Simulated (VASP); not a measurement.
A convergence study with VASP on InSb (zinc blende): one setting is varied, all else stays as given below, so the limit is that of these other settings.

```
CELL_PARAMETERS angstrom
      0.00000     3.24000     3.24000
      3.24000     0.00000     3.24000
      3.24000     3.24000     0.00000
ATOMIC_POSITIONS crystal
  In 0.00000 0.00000 0.00000
  Sb 0.25000 0.25000 0.25000
```

Calculation: PBE GGA, VASP's PBE PAW potentials (set 64) (plane waves; VASP). The tightest run used: 550 eV cut-off, 16×16×16 Γ-centred mesh, tetrahedra with Blöchl corrections, potentials In_d Sb.

### Question
The settings run are 3×3×3 mesh; 4×4×4 mesh; 5×5×5 mesh; 6×6×6 mesh; 7×7×7 mesh; 8×8×8 mesh; 9×9×9 mesh; 10×10×10 mesh; 11×11×11 mesh; 12×12×12 mesh; 13×13×13 mesh; 14×14×14 mesh; 15×15×15 mesh; 16×16×16 mesh. From which on does the stress (every component) stay within 0.1 GPa of the tightest run?

### Answer
From 6×6×6 mesh on: it is off by 0.08 there and by no more than 0.1 in any finer run, while 5×5×5 mesh is off by 0.20.
```tsv
setting	E (eV/atom)	pressure (GPa)	irreducible k-points	difference judged (GPa)
3×3×3 mesh	-3.2127	4.76	4	1.68
4×4×4 mesh	-3.3779	3.62	8	0.54
5×5×5 mesh	-3.4259	3.28	10	0.20
6×6×6 mesh	-3.4423	3.16	16	0.08
7×7×7 mesh	-3.4487	3.12	20	0.04
8×8×8 mesh	-3.4515	3.10	29	0.02
9×9×9 mesh	-3.4527	3.09	35	0.01
10×10×10 mesh	-3.4534	3.08	47	0.01
11×11×11 mesh	-3.4537	3.08	56	0.00
12×12×12 mesh	-3.4539	3.08	72	0.00
13×13×13 mesh	-3.4540	3.08	84	0.00
14×14×14 mesh	-3.4540	3.08	104	0.00
15×15×15 mesh	-3.4541	3.08	120	0.00
16×16×16 mesh	-3.4541	3.08	145	0.00
```

Left out are rungs that failed or repeat a setting and relaxations that didn't move; long series are thinned to 24 rows.

The compound is InSb in the zinc blende structure. The cell was not relaxed at this level.
